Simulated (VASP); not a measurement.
Calculation: PBEsol GGA, VASP's PBE PAW potentials (set 64) (plane waves; VASP).

Input for VASP

**INCAR**
```
! general
SYSTEM =BN
PREC   =Accurate
ENCUT  =620
LREAL  =.FALSE.
LASPH  =.TRUE.

! electronic loop
EDIFF  =1E-6
NELM   =100
ALGO   =Normal

! smearing
ISMEAR =0
SIGMA  =0.05

! functional
GGA    =PS

! ions
IBRION =2
NSW    =40
ISIF   =3
EDIFFG =-0.02
PSTRESS=100

! output
LWAVE  =.FALSE.
LCHARG =.FALSE.
```

POSCAR:
```
BN
1
    1.2604069613    -2.1830891133    -0.0000000000
    1.2604069613     2.1830891133     0.0000000000
    0.0000000000     0.0000000000     4.1699005312
B N
2 2
Direct
  0.6666670000   0.3333330000   0.5003287273
  0.3333330000   0.6666670000   0.0003287273
  0.6666670000   0.3333330000   0.8746712727
  0.3333330000   0.6666670000   0.3746712727
```

KPOINTS:
```
Automatic mesh
0
Gamma
  10 10 5
```

POTCAR, in this order: B N (PBE.64 set). Program: vasp_std.

Output of the run:

OSZICAR:
```
       N       E                     dE             d eps       ncg     rms          rms(c)
DAV:   1     0.586330683270E+02    0.58633E+02   -0.97367E+03  1008   0.150E+03
DAV:   2    -0.355115898967E+02   -0.94145E+02   -0.87908E+02  1428   0.323E+02
DAV:   3    -0.385976900935E+02   -0.30861E+01   -0.30730E+01  1344   0.570E+01
DAV:   4    -0.386163386064E+02   -0.18649E-01   -0.18639E-01  1248   0.470E+00
DAV:   5    -0.386165654188E+02   -0.22681E-03   -0.22672E-03  1324   0.473E-01    0.949E+00
DAV:   6    -0.368433117772E+02    0.17733E+01   -0.43575E+00  1264   0.185E+01    0.464E+00
DAV:   7    -0.366603662417E+02    0.18295E+00   -0.25042E-01  1232   0.536E+00    0.269E+00
DAV:   8    -0.366172163145E+02    0.43150E-01   -0.72343E-02  1164   0.241E+00    0.234E-01
DAV:   9    -0.366161254123E+02    0.10909E-02   -0.27929E-03  1276   0.602E-01    0.124E-01
DAV:  10    -0.366162012949E+02   -0.75883E-04   -0.18677E-04  1252   0.140E-01    0.234E-02
DAV:  11    -0.366161992763E+02    0.20186E-05   -0.39852E-05  1316   0.581E-02    0.112E-02
DAV:  12    -0.366161997590E+02   -0.48268E-06   -0.36028E-06  1240   0.189E-02
   1 F= -.35183922E+02 E0= -.35183922E+02  d E =-.351839E+02
```

File OUTCAR:
```
------------------------ aborting loop because EDIFF is reached ----------------------------------------
  FORCE on cell =-STRESS in cart. coord.  units (eV):
  Direction    XX          YY          ZZ          XY          YZ          ZX
  --------------------------------------------------------------------------------------
  Total        1.4262151      1.4262154      1.4444460      0.0000000      0.0000000      0.0000000
  in kB       99.5766856     99.5767055    100.8495474      0.0000000      0.0000000      0.0000000
  external PRESSURE =       0.0009795 kB  Pullay stress =     100.0000000 kB
  volume of cell :       22.95
      direct lattice vectors                 reciprocal lattice vectors
     1.260406961 -2.183089113  0.000000000     0.396697269 -0.229033252  0.000000000
     1.260406961  2.183089113  0.000000000     0.396697269  0.229033252  0.000000000
     0.000000000  0.000000000  4.169900531     0.000000000  0.000000000  0.239813874
  FREE ENERGIE OF THE ION-ELECTRON SYSTEM (eV)
  ---------------------------------------------------
  free  energy   TOTEN  =       -36.6161997590 eV

  energy  without entropy=      -36.6161997590  energy(sigma->0) =      -36.61619976
  enthalpy is  TOTEN    =       -35.1839216119 eV   P V=        1.4322781471

 reached required accuracy - stopping structural energy minimisation
```
(Selected blocks of OUTCAR.)

The compound is BN in the wurtzite structure, a metastable high-pressure form. It was relaxed first under an external pressure of 10 GPa.
